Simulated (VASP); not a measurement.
OSZICAR of a VASP run on Pd (fcc):

### OSZICAR
```
       N       E                     dE             d eps       ncg     rms          rms(c)
DAV:   1     0.376853785837E+02    0.37685E+02   -0.52250E+03  2626   0.101E+03
DAV:   2    -0.512931969060E+01   -0.42815E+02   -0.41691E+02  2737   0.191E+02
DAV:   3    -0.548137893066E+01   -0.35206E+00   -0.35069E+00  3149   0.201E+01
DAV:   4    -0.548303009463E+01   -0.16512E-02   -0.16511E-02  2994   0.126E+00
DAV:   5    -0.548305024174E+01   -0.20147E-04   -0.20147E-04  3042   0.121E-01    0.755E+00
DAV:   6    -0.522493455447E+01    0.25812E+00   -0.11992E+00  2668   0.103E+01    0.371E+00
DAV:   7    -0.521447271778E+01    0.10462E-01   -0.80141E-03  2902   0.823E-01    0.195E+00
DAV:   8    -0.521075419160E+01    0.37185E-02   -0.10643E-03  2796   0.259E-01    0.517E-02
DAV:   9    -0.521075791763E+01   -0.37260E-05   -0.75658E-06  3327   0.314E-02    0.113E-02
DAV:  10    -0.521076182114E+01   -0.39035E-05   -0.15766E-06  2932   0.136E-02    0.257E-03
DAV:  11    -0.521076169062E+01    0.13052E-06   -0.34278E-08  1392   0.174E-03
   1 F= -.42816048E+01 E0= -.42815564E+01  d E =-.428160E+01
       N       E                     dE             d eps       ncg     rms          rms(c)
DAV:   1    -0.570683260787E+01   -0.49607E+00   -0.11382E+01  2643   0.381E+01    0.568E+00
DAV:   2    -0.513675342862E+01    0.57008E+00   -0.25861E+00  2630   0.154E+01    0.932E-01
DAV:   3    -0.513348266403E+01    0.32708E-02   -0.23482E-02  3159   0.118E+00    0.565E-01
DAV:   4    -0.513480696262E+01   -0.13243E-02   -0.76484E-03  2947   0.716E-01    0.723E-02
DAV:   5    -0.513478769808E+01    0.19265E-04   -0.41507E-05  2785   0.643E-02    0.403E-02
DAV:   6    -0.513479222857E+01   -0.45305E-05   -0.30549E-06  3215   0.199E-02    0.300E-03
DAV:   7    -0.513479262403E+01   -0.39546E-06   -0.49557E-08  1632   0.203E-03
   2 F= -.42669412E+01 E0= -.42669740E+01  d E =0.146636E-01
       N       E                     dE             d eps       ncg     rms          rms(c)
DAV:   1    -0.543202398324E+01   -0.29723E+00   -0.48527E+00  2646   0.253E+01    0.325E+00
DAV:   2    -0.519601904458E+01    0.23600E+00   -0.11587E+00  2632   0.984E+00    0.107E+00
DAV:   3    -0.519435268828E+01    0.16664E-02   -0.84436E-03  2987   0.708E-01    0.637E-01
DAV:   4    -0.519448531712E+01   -0.13263E-03   -0.24602E-03  2911   0.420E-01    0.412E-02
DAV:   5    -0.519452761278E+01   -0.42296E-04   -0.39823E-05  3580   0.419E-02    0.200E-02
DAV:   6    -0.519453094390E+01   -0.33311E-05   -0.11160E-06  2728   0.133E-02    0.104E-03
DAV:   7    -0.519453093342E+01    0.10472E-07   -0.76272E-09  1327   0.975E-04
   3 F= -.42873293E+01 E0= -.42873141E+01  d E =-.572446E-02
```

**Question.** Which electronic solver shows in the log?

**Answer.** It is blocked Davidson (ALGO = Normal, or the opening steps of other solvers). The INCAR had ALGO = Normal.

**Question.** Can the final energy be trusted as converged?

**Answer.** The run converged. It stopped with EDIFF = 1E-6, NELM = 100, NSW = 40 and EDIFFG = -0.02 after 3 ionic steps (PBE GGA, plane waves, VASP's PBE PAW potentials (set 64)). Energy and stress use the plane-wave basis of the starting cell.

The compound is Pd in the fcc structure. This run relaxes it under an external pressure of 10 GPa. Symmetry was kept, so distortions that lower it aren't found.
